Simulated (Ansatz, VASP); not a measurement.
**LiW2 (LiW2 in the C11b ordering) in two plane-wave programs**

Aim: how closely do two programs agree when they are given the same cell, functional and k mesh? The cell is generated by rule, not measured, and may not be a known phase. The cell is taken from a series of runs on this material, whose earlier steps may have relaxed, scaled, displaced or heated it; both programs get it as it stands.

Calculated with Ansatz 0.2.0; plane waves, with VASP 6.6.1 beside it; PBE.

**1. Starting point**

The structure is tetragonal, space group I4/mmm (No. 139). Conventional cell: a = 3.309 Å, b = 3.309 Å, c = 8.133 Å, α = 90.00°, β = 90.00°, γ = 90.00°. Li has 10 W at 2.69 to 2.71 Å nearest. W has 5 W at 2.69 to 2.75 Å and 5 Li at 2.69 to 2.71 Å nearest. Farther neighbours are not listed.

**2. Ansatz: relaxation of cell and atoms, PBE, pair 1**

Ansatz runs on its default PAW (the set named soft_2) files.

The relaxed volume is the usual yardstick between codes: in a stiff, nearly cubic crystal its relative difference is about their pressure difference at one cell divided by the bulk modulus.

The input, input.yaml:

```yaml
crystal:
  lattice:
    - [3.3092523152, 0.0, 1.6828e-06]
    - [0.0, 3.3092523152, 1.6828e-06]
    - [1.6546240896, 1.6546240896, 4.0665994953]
  atoms:
    - { symbol: Li, position: [0.0, 0.0, 0.0] }
    - { symbol: W, position: [0.6688075057, 0.6688075057, 0.6623849887] }
    - { symbol: W, position: [0.3311924943, 0.3311924943, 0.3376150113] }
kpoints:
  mp_grid: { grid: [10, 10, 10] }
hamiltonian:
  xc: pbe
scf:
  occupations: { method: gaussian, width: 0.1 }
output:
  forces: true
  stress: true
  eigenvalues: true
relax:
  adjacent_minimum: "off"
  f_tol: 0.005
  max_steps: 80
  cell: { stress_tol: 0.05 }
```

On the command line:

```bash
> ansatz run input.yaml --threads 4 --pin off --max-ram 8192MiB --backend cpu --events-out ev --progress --plain --runs-dir out
```

Numbers of over 12 decimals in the logs are rounded to 6 here.

What it wrote:

```text
Engine: ansatz 0.2.0, x86_64-unknown-linux-gnu
Pseudopotentials: kind: paw
Pseudopotential: Li, paw, valence charge 3, recommended cutoff 420 eV (normal), Li.paw.azcp
Pseudopotential: W, paw, valence charge 14, recommended cutoff 420 eV (normal), W.paw.azcp
Functional definition: PBE
  parameter kappa = 0.804
  parameter beta = 0.066725
  exchange = pbe_x(kappa = kappa, mu = beta*pi^2/3)
  correlation = pbe_c(beta = beta)
Crystal: 3 atoms, lattice volume = 44.534 Å³
Basis set: ecut = 420 eV, 881 PW (Γ), exchange–correlation on 48×48×64 points (8 copies of the dense FFT grid, shifted against one another)
Bands: 20, of which v1, the nominal top of the filled ones, is band 16 counted from 1 (15 counted from 0)
Symmetry: 16 space group operations
Space group: I4/mmm (ITA 139), of the structure as read, at distance tolerance 3.5e-5 Å
k-points: 102 of 1000
Non-local potential: Li, projectors of the file, l = 0: 3, l = 1: 2, l = 2: 1
Non-local potential: W, projectors of the file, l = 0: 3, l = 1: 2, l = 2: 2, l = 3: 1
PAW form: soft (Blöchl's): semilocal exchange-correlation on the pseudo side does not see the compensation charge
PAW one-centre angular grid: Li, 110 points (default); XC on 64 Gauss nodes
PAW one-centre angular grid: W, 590 points (default); XC on 64 Gauss nodes
Initial density: superposition of atomic densities (neutral atoms: chi_scale 0, normalization atom), corrected by the library's trained network
Initial wavefunctions: pseudopotential atomic-orbital guess
Functional: x = pbe(κ = 0.804, μ = 0.219515), c = pbe(β = 0.066725)
SCF iter   1: F=—  HF=-20972.695207 eV  |F-HF|=—  |Δ(HF+E_count)|=         —  Δρ=5.38e-3  dr2=1.89e-2  ethr=1.77e-3  ⟨swp⟩=5.0  Hψ=8648  notcnv=0
preconditioner: auto → Kerker (q_TF=auto, 2.568 Å⁻¹)  [metal: Δε(μ)=0.013 eV  Ē_g=4.873 eV  σ=0.100 eV  W_gap=0.07  n_scr=10 (ndim 8)  ℏωp=20.1 eV  f_vac=0.000  D(μ)=4.48/eV (n_scr^D=52)]
SCF iter   2: F=—  HF=-20972.692793 eV  |F-HF|=—  |Δ(HF+E_count)|=   2.41e-3  Δρ=3.25e-3  dr2=7.06e-3  ethr=6.08e-5  ⟨swp⟩=1.4  Hψ=2970  notcnv=0
SCF iter   3: F=—  HF=-20972.691033 eV  |F-HF|=—  |Δ(HF+E_count)|=   1.76e-3  Δρ=4.57e-4  dr2=1.17e-4  ethr=2.28e-5  ⟨swp⟩=2.0  Hψ=2697  notcnv=0
SCF iter   4: F=—  HF=-20972.690998 eV  |F-HF|=—  |Δ(HF+E_count)|=   3.47e-5  Δρ=9.96e-5  dr2=4.99e-6  ethr=3.79e-7  ⟨swp⟩=2.0  Hψ=2601  notcnv=0
SCF iter   5: F=—  HF=-20972.690985 eV  |F-HF|=—  |Δ(HF+E_count)|=   1.36e-5  Δρ=3.00e-5  dr2=4.37e-7  ethr=1.61e-8  ⟨swp⟩=2.4  Hψ=3084  notcnv=0
SCF iter   6: F=-20972.690984 eV  HF=-20972.690984 eV  |F-HF|=1.47e-9  |Δ(HF+E_count)|=   8.14e-8  Δρ=5.85e-6  dr2=1.22e-8  ethr=3.23e-10  ⟨swp⟩=5.8  Hψ=8246  notcnv=0
SCF 1 converged in 6 iterations: F = -20972.690984 eV  dr2 = 1.22e-8
  greatest PAW one-centre occupation: 1.000 electrons in one spin orbital (limit 2), on the Li atom at site 0 (counted from 0), in its partial waves of l = 0
relax step   1: F+E_penalty+E_count = -20972.69098445 eV  Δ(F+E_penalty+E_count) = +0.000e0 eV  max|allowed force component| = 1.046e-1 eV/Å  Δτ_max = 0.0000 Å  P = -0.160 GPa  Ω = 44.534 Å³  (6 SCF iters, dr2 threshold 1.00e-7 eV, accepted)
[...]
relax step   3: F+E_penalty+E_count = -20972.69229604 eV  Δ(F+E_penalty+E_count) = -1.155e-4 eV  max|allowed force component| = 2.327e-2 eV/Å  Δτ_max = 0.0020 Å  P = -0.337 GPa  Ω = 44.641 Å³  energy of the carried Pulay correction = -3.029e-5 eV  (6 SCF iters, dr2 threshold 3.00e-7 eV, accepted)
[...]
relax step   4: F+E_penalty+E_count = -20972.69244938 eV  Δ(F+E_penalty+E_count) = -1.533e-4 eV  max|allowed force component| = 1.162e-3 eV/Å  Δτ_max = 0.0002 Å  P = -0.006 GPa  Ω = 44.565 Å³  energy of the carried Pulay correction = -8.761e-6 eV  (6 SCF iters, dr2 threshold 3.00e-7 eV, accepted)
[...]
relax step   5: F+E_penalty+E_count = -20972.69245472 eV  Δ(F+E_penalty+E_count) = -5.338e-6 eV  max|allowed force component| = 1.183e-3 eV/Å  Δτ_max = 0.0000 Å  P = -0.006 GPa  Ω = 44.565 Å³  stress off target by 7.45e-3 GPa  SCF on the basis re-selected at this cell (its energy is not comparable with the rows above)  (7 SCF iters)
basis re-selected at this cell: Δ(F+E_penalty+E_count) = -5.338e-6 eV, ΔP = +0.000 GPa vs the last step (what re-selecting the basis moved, of the pressure what is left beyond the Pulay correction that the steps carried, after the strain that the cell walked since its last selection, with what the two solves' SCF thresholds leave and, on support functions, any second-order correction that the steps lacked; it is no m [...]
SCF converged after 7 iterations
Free energy (F): -20972.692455 eV
Harris-Foulkes:  -20972.692455 eV  (|F-HF|=1.09e-11)
Internal energy: -20972.670003 eV  (E = F + TS)
E sigma→0 (E₀):  -20972.681229 eV
Entropy (-TS):   -0.022451 eV (-7.484 meV/atom)
Fermi energy:    16.279812 eV
--- Per-component energies (eV) ---
  E_band       = -363.445730
  E_kinetic    = 920.089129
  E_local      = -1754.881087  (includes V_loc(G=0)·N_el)
  E_nonlocal   = -28.850872
  E_hartree    = 626.039704
  E_xc         = -542.785154
  E_vxc        = -489.098554  (∫ρ·V_xc dr)
  E_paw        = -17146.390553  (= ΣΔE_a)
  E_vpaw       = -262.783669  (= ΣTr[D̂ρ^β])
  E_aug_tail   = -0.000084  (compensation charges beyond the density's cutoff)
  E_ewald      = -3045.891086
  E_smearing   = -0.022451  (= −TS)
  E_closure    = 0.000000  (closes the sum)
  Σ components = -20972.692455   (vs F -20972.692455, Δ=0.00e0)
--- Forces (eV/Å), atoms counted from 1 ---
  atom   1  Li     0.00000000     0.00000000     0.00000000
  atom   2  W     -0.00000000    -0.00000000     0.00118254
  atom   3  W      0.00000000     0.00000000    -0.00118254
  max |Σ_I F_I| component: 2.17e-19 eV/Å
--- Stress (GPa, compression-positive) ---
       -0.007451       0.000000      -0.000000
        0.000000      -0.007451      -0.000000
       -0.000000      -0.000000      -0.002850
  P = ⅓ Tr σ = -0.0059 GPa (-0.059 kbar)
--- Band table (eV; the first three rows and the last of 102) ---
  k-point 0: bands = [... 12 lower, 15.4201, 15.6502, 16.4761, 16.4761, 16.7313, 16.9618, 16.9618, 20.7742]
  k-point 1: bands = [... 12 lower, 15.3233, 15.6679, 16.2772, 16.2772, 16.8426, 17.2368, 17.2368, 20.7306]
  k-point 2: bands = [... 12 lower, 15.0039, 15.7153, 16.0071, 16.0071, 17.1335, 17.7331, 17.7331, 20.6161]
  k-point 101: bands = [... 12 lower, 13.7481, 15.2178, 15.6051, 16.4836, 19.3258, 19.3275, 19.3527, 19.5233]
--- Relaxed structure (4 steps of the walk, 4 accepted, 1 SCFs on fresh bases) ---
  F+E_penalty+E_count = -20972.69245472 eV   max|allowed force component| = 1.183e-3 eV/Å   (the final SCF, on the basis selected at the relaxed cell)
  cell:  # Å, volume = 44.5648 Å³
    - [3.300955, -4.2680550052855074e-13, 1.6786127702870915e-6]
    - [-4.2680550052865964e-13, 3.300955, 1.6786127702873081e-6]
    - [1.650475, 1.650475, 4.089900]
  atoms:
    - { symbol: Li, position: [0, 0, 0] }
    - { symbol: W, position: [0.669515, 0.669515, 0.660971] }
    - { symbol: W, position: [0.330485, 0.330485, 0.339029] }
```

Reading the cycles: dr2 is the Hartree energy of the density residual (eV), the measure of convergence; HF is the Harris–Foulkes estimate of the energy, which meets the free energy F at convergence.

**3. VASP: relaxation of cell and atoms, PBE, pair 1**

The same cell, functional, mesh and smearing now go to VASP, with its own data sets.

Lines of VASP's logs that name or quote its potential files are left out, and so is its time.

The input, INCAR:

```
SYSTEM = LiW2
PREC = Accurate
ENCUT = 750
EDIFF = 1E-07
NELM = 120
ISMEAR = 0
SIGMA = 0.1
LREAL = .FALSE.
ALGO = Normal
GGA = PE
NBANDS = 13
LASPH = .TRUE.
LORBIT = 11
LWAVE = .FALSE.
LCHARG = .FALSE.
ISIF = 3
IBRION = 2
NSW = 80
EDIFFG = -0.005
GGA_COMPAT = .FALSE.
NELMIN = 4
KPAR = 2
```

The input, POSCAR:

```
LiW2
1.0
    3.3092520000      0.0000000000      0.0000020000
    0.0000000000      3.3092520000      0.0000020000
    1.6546240000      1.6546240000      4.0665990000
Li W
1 2
Direct
    0.0000000000      0.0000000000      0.0000000000
    0.6688075802      0.6688075802      0.6623850359
    0.3311924198      0.3311924198      0.3376149641
```

The input, KPOINTS:

```
Automatic mesh
0
Gamma
10 10 10
0 0 0
```

PAW data sets: Li_sv and W (PBE family, release 64).

On the command line:

```bash
> mpirun -np 2 vasp_std
```

What it wrote:

```text
[banner, memory and clock lines left out]
running    2 mpi-ranks, on    1 nodes
 distrk:  each k-point on    1 cores,    2 groups
 distr:  one band on    1 cores,    1 groups

 POSCAR found type information on POSCAR LiW
 POSCAR found :  2 types and       3 ions
 LDA part: xc-table for (Slater+PW92), standard interpolation
 POSCAR, INCAR and KPOINTS ok, starting setup
 FFT: planning ... GRIDC
 FFT: planning ... GRID_SOFT
 FFT: planning ... GRID
 WAVECAR not read
 entering main loop
       N       E                     dE             d eps       ncg     rms          rms(c)
DAV:   1     0.560450538078E+02    0.56045E+02   -0.71636E+03  2652   0.135E+03
DAV:   2    -0.216684987653E+02   -0.77714E+02   -0.69903E+02  3190   0.277E+02
DAV:   3    -0.275692691579E+02   -0.59008E+01   -0.54830E+01  3732   0.564E+01
DAV:   4    -0.279322416986E+02   -0.36297E+00   -0.36097E+00  3745   0.151E+01
DAV:   5    -0.279426167727E+02   -0.10375E-01   -0.10372E-01  3646   0.229E+00    0.244E+01
DAV:   6    -0.265760595758E+02    0.13666E+01   -0.21036E+00  3116   0.863E+00    0.109E+01
DAV:   7    -0.263102523534E+02    0.26581E+00   -0.97218E-01  3865   0.609E+00    0.106E+00
DAV:   8    -0.262956806649E+02    0.14572E-01   -0.54105E-02  3116   0.154E+00    0.355E-01
DAV:   9    -0.262952362511E+02    0.44441E-03   -0.22837E-03  3617   0.332E-01    0.919E-02
DAV:  10    -0.262952621672E+02   -0.25916E-04   -0.21983E-04  3495   0.101E-01    0.203E-02
DAV:  11    -0.262952702194E+02   -0.80522E-05   -0.19159E-05  3571   0.279E-02    0.676E-03
DAV:  12    -0.262952697351E+02    0.48427E-06   -0.38622E-06  3203   0.149E-02    0.665E-03
DAV:  13    -0.262952694665E+02    0.26856E-06   -0.51460E-07  3168   0.475E-03    0.360E-04
DAV:  14    -0.262952694717E+02   -0.51523E-08   -0.13447E-08  1871   0.110E-03
   1 F= -.26295269E+02 E0= -.26284123E+02  d E =-.262953E+02
[...]
2 F= -.26288730E+02 E0= -.26277679E+02  d E =0.653970E-02
[...]
3 F= -.26300321E+02 E0= -.26289260E+02  d E =-.505135E-02
[...]
4 F= -.26301285E+02 E0= -.26290212E+02  d E =-.963840E-03
[...]
5 F= -.26301461E+02 E0= -.26290380E+02  d E =-.114012E-02
[...]
6 F= -.26301462E+02 E0= -.26290380E+02  d E =-.114114E-02
[...]
7 F= -.26301462E+02 E0= -.26290380E+02  d E =-.114101E-02
 curvature:  -0.97 expect dE=-0.107E-04 dE for cont linesearch -0.213E-06
 ZBRENT: bracketing found
 ZBRENT: accuracy reached
 trial: gam= 0.00776 g(F)=  0.887E-05 g(S)=  0.218E-05 ort =-0.193E-04 (trialstep = 0.100E+01)
 search vector abs. value=  0.109E-04
 bond charge predicted
       N       E                     dE             d eps       ncg     rms          rms(c)
DAV:   1    -0.263014666579E+02   -0.48274E-05   -0.10786E-03  2652   0.217E-01    0.170E-02
DAV:   2    -0.263014647552E+02    0.19027E-05   -0.11234E-05  3554   0.260E-02    0.103E-02
DAV:   3    -0.263014640701E+02    0.68506E-06   -0.14304E-06  3403   0.810E-03    0.373E-03
DAV:   4    -0.263014638337E+02    0.23645E-06   -0.13179E-07  1932   0.259E-03    0.101E-03
DAV:   5    -0.263014637804E+02    0.53253E-07   -0.24936E-08  1451   0.126E-03
   8 F= -.26301464E+02 E0= -.26290381E+02  d E =-.195033E-05
 trial-energy change:   -0.000002  1 .order   -0.000003   -0.000011    0.000005
 step:   0.5972(harm=  0.6745)  dis= 0.00026  next Energy=   -26.301465 (dE=-0.307E-05)
 reached required accuracy - stopping structural energy minimisation
```

Parts of OUTCAR (step 3):

```text
ion  position               nearest neighbor table
   1  0.000  0.000  0.000-   2 2.69   3 2.69   3 2.71   2 2.71   2 2.71   2 2.71   3 2.71   3 2.71
                             2 2.71   3 2.71
   2  0.669  0.669  0.662-   3 2.69   3 2.69   3 2.69   3 2.69   1 2.69   1 2.71   1 2.71   1 2.71
                             1 2.71   3 2.75
   3  0.331  0.331  0.338-   2 2.69   2 2.69   2 2.69   2 2.69   1 2.69   1 2.71   1 2.71   1 2.71
                             1 2.71   2 2.75

  LATTYP: Found a body centered tetragonal cell.
 ALAT       =     3.3092520000
 C/A-ratio  =     2.4577137069

 Subroutine GETGRP returns: Found 16 space group operations
 (whereof 16 operations were pure point group operations)

The static configuration has the point symmetry D_4h.

 Found    102 irreducible k-points:

   k-points           NKPTS =    102   k-points in BZ     NKDIM =    102   number of bands    NBANDS=     13

   dimension x,y,z NGX =    30 NGY =   30 NGZ =   42
   dimension x,y,z NGXF=    60 NGYF=   60 NGZF=   84

   ENCUT  =  750.0 eV  55.12 Ry    7.42 a.u.   7.39  7.39 10.48*2*pi/ulx,y,z

   NELECT =      15.0000    total number of electrons

 k-points in reciprocal lattice and weights: Automatic mesh
   0.00000000  0.00000000  0.00000000       0.001
   0.10000000 -0.00000000 -0.00000000       0.008
   0.20000000 -0.00000000 -0.00000000       0.008
   0.30000000 -0.00000000 -0.00000000       0.008
   0.40000000 -0.00000000 -0.00000000       0.008
   0.50000000  0.00000000 -0.00000000       0.004
   0.10000000  0.10000000 -0.00000000       0.008
   0.20000000  0.10000000 -0.00000000       0.016
   0.30000000  0.10000000 -0.00000000       0.016
[...]
-0.10000000 -0.10000000  0.40000000       0.004
   0.00000000  0.00000000  0.50000000       0.001

 average (electrostatic) potential at core
       1 -57.8563       2 -39.5443       3 -39.5443

 E-fermi :   5.6279

 k-point     1 :       0.0000    0.0000    0.0000
  band No.  band energies     occupation
    ...
      2      -2.0510      2.00000
      3       1.7259      2.00000
      4       2.4558      2.00000
      5       4.7439      2.00000
      6       4.9679      2.00000
      7       5.8368      0.00314
      8       5.8368      0.00314
      9       6.1111      0.00000
     10       6.3104      0.00000
     11       6.3104      0.00000
    ...

 k-point     2 :       0.1000   -0.0000   -0.0000
  band No.  band energies     occupation
    ...
      3       1.8166      2.00000
      4       2.5376      2.00000
      5       4.4004      2.00000
      6       4.4948      2.00000
      7       5.3813      1.99951
      8       6.0077      0.00000
      9       6.3752      0.00000
     10       6.5450      0.00000
     11       6.9177      0.00000
     12      10.1958      0.00000
    ...

 k-point     3 :       0.2000   -0.0000   -0.0000
  band No.  band energies     occupation
    ...
      4       2.8950      2.00000
      5       3.6447      2.00000
      6       3.9496      2.00000
      7       5.4350      1.99363
      8       5.5103      1.90382
      9       6.5960      0.00000
     10       7.4316      0.00000
     11       7.6150      0.00000
     12      10.2009      0.00000
     13      11.2355      0.00000

  Total       -0.0107140     -0.0107140     -0.0140394     -0.0000000      0.0000000      0.0000000
  in kB       -0.3888886     -0.3888886     -0.5095899     -0.0000000      0.0000000      0.0000000
  external PRESSURE =      -0.4291224 kB  Pullay stress =       0.0000000 kB

  energy-cutoff  :      750.00
  volume of cell :       44.14
      direct lattice vectors                 reciprocal lattice vectors
     3.288700513 -0.000000000  0.000001989     0.304071544  0.000000074 -0.122512598
    -0.000000000  3.288700513  0.000001989     0.000000074  0.304071544 -0.122512598
     1.644348247  1.644348247  4.081209931    -0.000000148 -0.000000148  0.245025496

 POSITION                                       TOTAL-FORCE (eV/Angst)
 -----------------------------------------------------------------------------------
      1.64435      1.64435      4.08121         0.000000     -0.000000      0.000000
      3.28870      3.28870      2.69380         0.000000      0.000000     -0.002886
      1.64435      1.64435      1.38742        -0.000000     -0.000000      0.002886
 -----------------------------------------------------------------------------------
    total drift:                                0.000000      0.000000      0.000000

  FREE ENERGIE OF THE ION-ELECTRON SYSTEM (eV)
  ---------------------------------------------------
  free  energy   TOTEN  =       -26.3014637804 eV

  energy  without entropy=      -26.2792989695  energy(sigma->0) =      -26.29038137

 reached required accuracy - stopping structural energy minimisation

 total charge
# of ion       s       p       d       tot
------------------------------------------
    1        2.061   0.118   0.000   2.179
    2        0.700   0.554   4.147   5.402
    3        0.700   0.554   4.147   5.402
--------------------------------------------------
tot          3.461   1.227   8.294  12.982

[... 3 further parts left out ...]
```

CONTCAR:

```
LiW2
   1.00000000000000
     3.2887005133578882   -0.0000000000000081    0.0000019888954252
    -0.0000000000000081    3.2887005133578882    0.0000019888954252
     1.6443482466385333    1.6443482466385333    4.0812099305045546
  Li              W
     1     2
Direct
     0.0000000000000000    0.0000000000000000    1.0000000000000000
     0.6699759388550295    0.6699759388550295    0.6600483185951108
     0.3300240611449704    0.3300240611449704    0.3399516814048892
```

The data set W keeps the semicore shell frozen, which is cheaper and a little less accurate.

**4. Differences**

Known differences besides the potentials themselves: the data sets hold 31 valence electrons in Ansatz (on its default PAW (the set named soft_2) files) and 15 in VASP; the cutoff is 420 eV in Ansatz and 750 eV in VASP; Ansatz adds a Pulay correction to the stress that steers its cell, VASP none. Total energies have different zeros and are not compared.

The two programs side by side:

| quantity | Ansatz | VASP | difference |
| --- | --- | --- | --- |
| volume (Å³) | 44.56 | 44.14 | +0.96 % |
| edge a after relaxation, in the typed setting (Å) | 3.301 | 3.289 | +0.37 % |
| edge c after relaxation, in the typed setting (Å) | 4.709 | 4.697 | +0.25 % |

[end of part 1 of 2]

[Lines on the potential files, build, host, timing and source positions are cut from VASP's logs without a mark.]

[Logs are printed without paths, hosts, clocks, repeated set-up lines and the standing remarks that a program may print on its own settings, such as how far it seeks lower states.]

[Hosts, paths, dates, database ids (printed as entryN), source tags and the programs' standing remarks are cut or masked in the printed files.]
